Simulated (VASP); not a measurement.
# Gd (Gadolinium): structure and properties in VASP, part 5 of 11

What structure does Gd (Gadolinium) take at this level, and what are its properties? The start is a cell from a database of measured crystal structures.

VASP 6.6.1, plane waves and PAW; the level of theory is named at each step.

Still holding for the runs below: The k-mesh is coarse for a metal.

So far, moment of the cell, from the last line of the log (μB): step 2 (magnetic order: ferromagnetic) 15.7.

## Step 6: Magnetic order: antiferromagnetic, q = (1/2, 1/2, 0)

Level of this step: PBEsol, DFT+U (Gd f 5 eV), spin-polarised from an antiferromagnetic start; plane waves and PAW (Gd) (VASP).

Next, a pattern with opposite moments, which needs a doubled cell; q is given in the reciprocal vectors of the primitive cell.

INCAR reads:

```
SYSTEM = Gd
PREC = Accurate
ENCUT = 450
EDIFF = 1E-06
NELM = 150
ISMEAR = 1
SIGMA = 0.2
LREAL = .FALSE.
ALGO = Normal
GGA = PS
NBANDS = 46
ISPIN = 2
MAGMOM = 7 -7 7 -7
LDAU = .TRUE.
LDAUTYPE = 2
LDAUL = 3
LDAUU = 5
LDAUJ = 0
LDAUPRINT = 1
LASPH = .TRUE.
LMAXMIX = 6
AMIX = 0.2
BMIX = 1E-04
AMIX_MAG = 0.8
BMIX_MAG = 1E-04
LORBIT = 11
LWAVE = .FALSE.
LCHARG = .FALSE.
KPAR = 4
ISIF = 2
```

POSCAR reads:

```
Gd
1.0
    7.2720000000      0.0000000000      0.0000000000
    1.8180000000      3.1488683682      0.0000000000
    0.0000000000      0.0000000000      5.7826000000
Gd
4
Direct
    0.8333333333      0.6666666667      0.2500000000
    0.3333333333      0.6666666667      0.2500000000
    0.1666666667      0.3333333333      0.7500000000
    0.6666666667      0.3333333333      0.7500000000
```

KPOINTS reads:

```
Automatic mesh
0
Gamma
7 7 4
0 0 0
```

PAW data sets: Gd (PBE family, release 64).

Command:

```console
$ mpirun -np 4 vasp_std
```

Output:

```text
[... set-up lines as in an earlier step ...]
 entering main loop
       N       E                     dE             d eps       ncg     rms          rms(c)
DAV:   1     0.847922663304E+03    0.84792E+03   -0.17886E+04 10776   0.652E+03
DAV:   2     0.324407644518E+03   -0.52352E+03   -0.46193E+03 13928   0.831E+02
DAV:   3     0.501196216809E+02   -0.27429E+03   -0.26844E+03 15000   0.498E+02
DAV:   4    -0.850455420384E+01   -0.58624E+02   -0.57739E+02 16928   0.217E+02
DAV:   5    -0.199426888354E+02   -0.11438E+02   -0.11281E+02 17442   0.110E+02    0.271E+02
DAV:   6    -0.420240590960E+02   -0.22081E+02   -0.35865E+01 15840   0.111E+02    0.209E+02
DAV:   7    -0.447970205242E+02   -0.27730E+01   -0.24116E+01 17568   0.484E+01    0.107E+02
DAV:   8    -0.454520159640E+02   -0.65500E+00   -0.12451E+01 16544   0.336E+01    0.317E+01
DAV:   9    -0.464944390805E+02   -0.10424E+01   -0.51761E+00 17136   0.251E+01    0.389E+01
DAV:  10    -0.466983138895E+02   -0.20387E+00   -0.19916E+00 17504   0.102E+01    0.352E+01
DAV:  11    -0.467620745734E+02   -0.63761E-01   -0.63667E-01 16712   0.790E+00    0.744E+01
DAV:  12    -0.467975655172E+02   -0.35491E-01   -0.31402E-01 17584   0.497E+00    0.130E+01
DAV:  13    -0.468070234249E+02   -0.94579E-02   -0.10527E-01 16856   0.304E+00    0.121E+01
DAV:  14    -0.468102400401E+02   -0.32166E-02   -0.47477E-02 17616   0.233E+00    0.108E+01
DAV:  15    -0.468117133932E+02   -0.14734E-02   -0.16836E-02 16992   0.100E+00    0.930E+00
DAV:  16    -0.468121145309E+02   -0.40114E-03   -0.97808E-03 17600   0.105E+00    0.344E+00
DAV:  17    -0.468124970688E+02   -0.38254E-03   -0.47284E-03 17168   0.568E-01    0.134E+00
DAV:  18    -0.468127391797E+02   -0.24211E-03   -0.25949E-03 17584   0.452E-01    0.212E-01
DAV:  19    -0.468128661039E+02   -0.12692E-03   -0.12701E-03 17136   0.290E-01    0.139E-01
DAV:  20    -0.468129420978E+02   -0.75994E-04   -0.75520E-04 17600   0.237E-01    0.107E-01
DAV:  21    -0.468129844357E+02   -0.42338E-04   -0.42305E-04 17304   0.157E-01    0.360E-02
DAV:  22    -0.468130108847E+02   -0.26449E-04   -0.26770E-04 17488   0.131E-01    0.552E-02
DAV:  23    -0.468130269095E+02   -0.16025E-04   -0.16079E-04 16872   0.884E-02    0.722E-02
DAV:  24    -0.468130371620E+02   -0.10252E-04   -0.10435E-04 15856   0.761E-02    0.276E-02
DAV:  25    -0.468130437007E+02   -0.65388E-05   -0.65666E-05 14544   0.571E-02    0.251E-02
DAV:  26    -0.468130480668E+02   -0.43661E-05   -0.43471E-05 13000   0.479E-02    0.280E-02
DAV:  27    -0.468130508215E+02   -0.27547E-05   -0.27476E-05 10064   0.384E-02    0.326E-02
DAV:  28    -0.468130525886E+02   -0.17670E-05   -0.18440E-05  9064   0.343E-02    0.112E-02
DAV:  29    -0.468130538137E+02   -0.12251E-05   -0.12602E-05  8792   0.289E-02    0.741E-03
DAV:  30    -0.468130546510E+02   -0.83735E-06   -0.85898E-06  8592   0.253E-02
   1 F= -.46813055E+02 E0= -.46807504E+02  d E =-.166519E-01  mag=    -0.0000
```

Elapsed: 5.4 min, on 4 MPI ranks of Intel Xeon Platinum 8259CL at 2.50GHz (Skylake/Cascade Lake), shared host; peak memory 2 GiB.

From OUTCAR (step 6):

```text
   k-points           NKPTS =     48   k-points in BZ     NKDIM =     48   number of bands    NBANDS=     46

   ENCUT  =  450.0 eV  33.07 Ry    5.75 a.u.  12.58  6.29 10.00*2*pi/ulx,y,z

   NELECT =      72.0000    total number of electrons

atom =   1  type =  1  l = 3

 onsite density matrix

spin component  1

  0.9895 -0.0000 -0.0000  0.0000  0.0000 -0.0000 -0.0000
 -0.0000  0.9895 -0.0000 -0.0000 -0.0000  0.0000  0.0000
 -0.0000 -0.0000  0.9893  0.0000  0.0000  0.0000 -0.0000
  0.0000 -0.0000  0.0000  0.9893  0.0000  0.0000  0.0000
  0.0000 -0.0000  0.0000  0.0000  0.9893 -0.0000 -0.0000
 -0.0000  0.0000  0.0000  0.0000 -0.0000  0.9896  0.0000
 -0.0000  0.0000 -0.0000  0.0000 -0.0000  0.0000  0.9893

spin component  2

  0.0025  0.0000 -0.0001 -0.0000  0.0001 -0.0000  0.0000
  0.0000  0.0018 -0.0000 -0.0001 -0.0000  0.0000 -0.0000
 -0.0001 -0.0000  0.0008  0.0000 -0.0000 -0.0000 -0.0000
 -0.0000 -0.0001  0.0000  0.0037 -0.0000  0.0001 -0.0000
  0.0001 -0.0000 -0.0000 -0.0000  0.0008 -0.0000 -0.0000
 -0.0000  0.0000 -0.0000  0.0001 -0.0000  0.0018 -0.0000
  0.0000 -0.0000 -0.0000 -0.0000 -0.0000 -0.0000  0.0006

 occupancies and eigenvectors

  o =  0.0006  v =  0.0000  0.0000  0.0000  0.0000  0.0000  0.0000  0.0000 -0.0000  0.0000  0.2576  0.0000  0.1487  0.0000  0.9547      0.0000  0.0000  0.0000  0.0000  0.0000  0.0000  0.0000  0.0000  0.0000  0.0000  0.0000  0.0000  0.0000  0.0000
  o =  0.0008  v =  0.0000  0.0000  0.0000  0.0000  0.0000  0.0000  0.0000  0.0000 -0.0000 -0.8268  0.0000 -0.4774 -0.0000  0.2975      0.0000  0.0000  0.0000  0.0000  0.0000  0.0000  0.0000  0.0000  0.0000  0.0000  0.0000  0.0000  0.0000  0.0000
  o =  0.0008  v =  0.0000  0.0000  0.0000  0.0000  0.0000  0.0000  0.0000 -0.0813 -0.0000 -0.4983  0.0000  0.8632  0.0000  0.0000      0.0000  0.0000  0.0000  0.0000  0.0000  0.0000  0.0000  0.0000  0.0000  0.0000  0.0000  0.0000  0.0000  0.0000
  o =  0.0018  v =  0.0000  0.0000  0.0000  0.0000  0.0000  0.0000  0.0000 -0.0000  0.8636  0.0000  0.0751  0.0000 -0.4986 -0.0000      0.0000  0.0000  0.0000  0.0000  0.0000  0.0000  0.0000  0.0000  0.0000  0.0000  0.0000  0.0000  0.0000  0.0000
  o =  0.0018  v =  0.0000  0.0000  0.0000  0.0000  0.0000  0.0000  0.0000 -0.0000 -0.5000 -0.0000  0.0000  0.0000 -0.8660  0.0000      0.0000  0.0000  0.0000  0.0000  0.0000  0.0000  0.0000  0.0000  0.0000  0.0000  0.0000  0.0000  0.0000  0.0000
  o =  0.0026  v =  0.0000  0.0000  0.0000  0.0000  0.0000  0.0000  0.0000 -0.9967  0.0000  0.0407 -0.0000 -0.0704  0.0000 -0.0000      0.0000  0.0000  0.0000  0.0000  0.0000  0.0000  0.0000  0.0000  0.0000  0.0000  0.0000  0.0000  0.0000  0.0000
  o =  0.0037  v =  0.0000  0.0000  0.0000  0.0000  0.0000  0.0000  0.0000  0.0000  0.0651 -0.0000 -0.9972  0.0000 -0.0376 -0.0000      0.0000  0.0000  0.0000  0.0000  0.0000  0.0000  0.0000  0.0000  0.0000  0.0000  0.0000  0.0000  0.0000  0.0000
  o =  0.9892  v =  0.0000 -0.0000 -0.5389 -0.0000 -0.3111  0.0000 -0.7828  0.0000  0.0000  0.0000  0.0000  0.0000  0.0000  0.0000      0.0000  0.0000  0.0000  0.0000  0.0000  0.0000  0.0000  0.0000  0.0000  0.0000  0.0000  0.0000  0.0000  0.0000
  o =  0.9892  v =  0.1537  0.0000  0.4941  0.0000 -0.8557 -0.0000  0.0000  0.0000  0.0000  0.0000  0.0000  0.0000  0.0000  0.0000      0.0000  0.0000  0.0000  0.0000  0.0000  0.0000  0.0000  0.0000  0.0000  0.0000  0.0000  0.0000  0.0000  0.0000
  o =  0.9893  v = -0.0000  0.0000 -0.6779  0.0000 -0.3914 -0.0000  0.6222  0.0000  0.0000  0.0000  0.0000  0.0000  0.0000  0.0000      0.0000  0.0000  0.0000  0.0000  0.0000  0.0000  0.0000  0.0000  0.0000  0.0000  0.0000  0.0000  0.0000  0.0000
  o =  0.9893  v = -0.0000  0.0280  0.0000  0.9995  0.0000 -0.0162 -0.0000  0.0000  0.0000  0.0000  0.0000  0.0000  0.0000  0.0000      0.0000  0.0000  0.0000  0.0000  0.0000  0.0000  0.0000  0.0000  0.0000  0.0000  0.0000  0.0000  0.0000  0.0000
[...]
o =  0.0026  v = -0.9967  0.0000  0.0407 -0.0000 -0.0704 -0.0000 -0.0000  0.0000  0.0000  0.0000  0.0000  0.0000  0.0000  0.0000      0.0000  0.0000  0.0000  0.0000  0.0000  0.0000  0.0000  0.0000  0.0000  0.0000  0.0000  0.0000  0.0000  0.0000
  o =  0.0037  v =  0.0000  0.0651  0.0000 -0.9972 -0.0000 -0.0376  0.0000  0.0000  0.0000  0.0000  0.0000  0.0000  0.0000  0.0000      0.0000  0.0000  0.0000  0.0000  0.0000  0.0000  0.0000  0.0000  0.0000  0.0000  0.0000  0.0000  0.0000  0.0000
  o =  0.9892  v =  0.0000  0.0000  0.0000  0.0000  0.0000  0.0000  0.0000  0.0000  0.0000 -0.5389  0.0000 -0.3111 -0.0000 -0.7828      0.0000  0.0000  0.0000  0.0000  0.0000  0.0000  0.0000  0.0000  0.0000  0.0000  0.0000  0.0000  0.0000  0.0000
  o =  0.9892  v =  0.0000  0.0000  0.0000  0.0000  0.0000  0.0000  0.0000  0.1537 -0.0000  0.4941 -0.0000 -0.8557  0.0000  0.0000      0.0000  0.0000  0.0000  0.0000  0.0000  0.0000  0.0000  0.0000  0.0000  0.0000  0.0000  0.0000  0.0000  0.0000
  o =  0.9893  v =  0.0000  0.0000  0.0000  0.0000  0.0000  0.0000  0.0000  0.0000  0.0000  0.6779  0.0000  0.3914 -0.0000 -0.6222      0.0000  0.0000  0.0000  0.0000  0.0000  0.0000  0.0000  0.0000  0.0000  0.0000  0.0000  0.0000  0.0000  0.0000
  o =  0.9893  v =  0.0000  0.0000  0.0000  0.0000  0.0000  0.0000  0.0000 -0.0000 -0.0280  0.0000 -0.9995  0.0000  0.0162 -0.0000      0.0000  0.0000  0.0000  0.0000  0.0000  0.0000  0.0000  0.0000  0.0000  0.0000  0.0000  0.0000  0.0000  0.0000
  o =  0.9895  v =  0.0000  0.0000  0.0000  0.0000  0.0000  0.0000  0.0000 -0.0000 -0.8656 -0.0000  0.0324  0.0000  0.4997  0.0000      0.0000  0.0000  0.0000  0.0000  0.0000  0.0000  0.0000  0.0000  0.0000  0.0000  0.0000  0.0000  0.0000  0.0000
  o =  0.9895  v =  0.0000  0.0000  0.0000  0.0000  0.0000  0.0000  0.0000 -0.9881  0.0000  0.0768 -0.0000 -0.1331 -0.0000 -0.0000      0.0000  0.0000  0.0000  0.0000  0.0000  0.0000  0.0000  0.0000  0.0000  0.0000  0.0000  0.0000  0.0000  0.0000
  o =  0.9896  v =  0.0000  0.0000  0.0000  0.0000  0.0000  0.0000  0.0000  0.0000 -0.5000 -0.0000 -0.0000  0.0000 -0.8660  0.0000      0.0000  0.0000  0.0000  0.0000  0.0000  0.0000  0.0000  0.0000  0.0000  0.0000  0.0000  0.0000  0.0000  0.0000

 E-fermi :   2.8540

 spin component 1
 k-point     1 :       0.0000    0.0000    0.0000
  band No.  band energies     occupation
    ...
     31      -1.8481      1.00000
     32       0.7438      1.00000
     33       1.1806      1.00000
     34       1.4444      1.00000
     35       1.8438      1.00000
     36       3.1667     -0.02476
     37       4.2734     -0.00000
     38       4.2868     -0.00000
     39       4.2921     -0.00000
     40       4.4529     -0.00000
    ...

 k-point     2 :       0.1429    0.0000    0.0000
  band No.  band energies     occupation
    ...
     31      -1.7250      1.00000
     32       0.8036      1.00000
     33       1.0387      1.00000
     34       1.5495      1.00000
     35       1.9270      1.00000
     36       3.1203     -0.03395
     37       4.0633     -0.00000
     38       4.2199     -0.00000
     39       4.3283     -0.00000
     40       4.3848     -0.00000
    ...

  Total       -1.6635809     -1.9513111     -1.7132814     -0.2491817      0.0000000     -0.0000000
  in kB      -20.1290364    -23.6105212    -20.7304031     -3.0150543      0.0000000     -0.0000000
  external PRESSURE =     -21.4899869 kB  Pullay stress =       0.0000000 kB

 POSITION                                       TOTAL-FORCE (eV/Angst)
 -----------------------------------------------------------------------------------
      7.27200      2.09925      1.44565         0.011799     -0.006812      0.000000
      3.63600      2.09925      1.44565         0.011799     -0.006812     -0.000000
      1.81800      1.04962      4.33695        -0.011799      0.006812      0.000000
      5.45400      1.04962      4.33695        -0.011799      0.006812      0.000000
 -----------------------------------------------------------------------------------
    total drift:                               -0.000000     -0.000000     -0.000000

  FREE ENERGIE OF THE ION-ELECTRON SYSTEM (eV)
  ---------------------------------------------------
  free  energy   TOTEN  =       -46.8130546510 eV

  energy  without entropy=      -46.7964027964  energy(sigma->0) =      -46.80750403

 magnetization (x)
# of ion       s       p       d       f       tot
--------------------------------------------------
    1        0.010  -0.070   0.177   6.909   7.025
    2       -0.010   0.070  -0.177  -6.909  -7.025
    3        0.010  -0.070   0.177   6.909   7.025
    4       -0.010   0.070  -0.177  -6.909  -7.025
--------------------------------------------------
tot          0.000   0.000   0.000  -0.000  -0.000

[... 2 parts as in an earlier step ...]

[... 13 further parts left out ...]
```

At this level the cell is under a tension of 2.1 GPa, so at these settings it is away from equilibrium.

Numbers from this step:

* irreducible k-points: 48
* symmetry operations: 8
* free energy (TOTEN): -46.81 eV
* energy at zero smearing: -46.81 eV
* Fermi energy: 2.854 eV
* pressure: -2.149 GPa

The energy lies +63.4 meV an atom from the first pattern. The run ends antiferromagnetic with a largest moment of 7.03 μB, and the mesh shows no gap.

## Step 7: The orders side by side

This step: collinear orders at PBEsol, DFT+U (Gd f 5 eV); plane waves and PAW (VASP 6.6.1).

Derived from the runs above.

Patterns, by row:

```
                                 start  atoms  energy less that of the first (meV/atom)  largest site moment (μB)          end state
                         ferromagnetic      2                                         0                      7.13      ferromagnetic
     antiferromagnetic within the cell      2                                      38.6                      7.06  antiferromagnetic
    antiferromagnetic, q = (0, 0, 1/2)      4                                      29.9                       7.1  antiferromagnetic
antiferromagnetic, q = (1/2, 1/2, 1/2)      4                                      49.2                      7.05  antiferromagnetic
  antiferromagnetic, q = (1/2, 1/2, 0)      4                                      63.4                      7.03  antiferromagnetic
```

The session goes on in the lowest magnetic state found: ferromagnetic. The next one lies 29.9 meV an atom higher.

(Part 5 of 11 ends here.)

[Lines on the potential files, build, host, timing and source positions are cut from VASP's logs without a mark.]

[Logs are printed without paths, hosts, clocks, repeated set-up lines and the standing remarks that a program may print on its own settings, such as how far it seeks lower states.]

[Hosts, paths, dates, database ids (printed as entryN), source tags and the programs' standing remarks are cut or masked in the printed files.]

[A measured line is paired with the nearest computed mode of its activity, which favours agreement.]
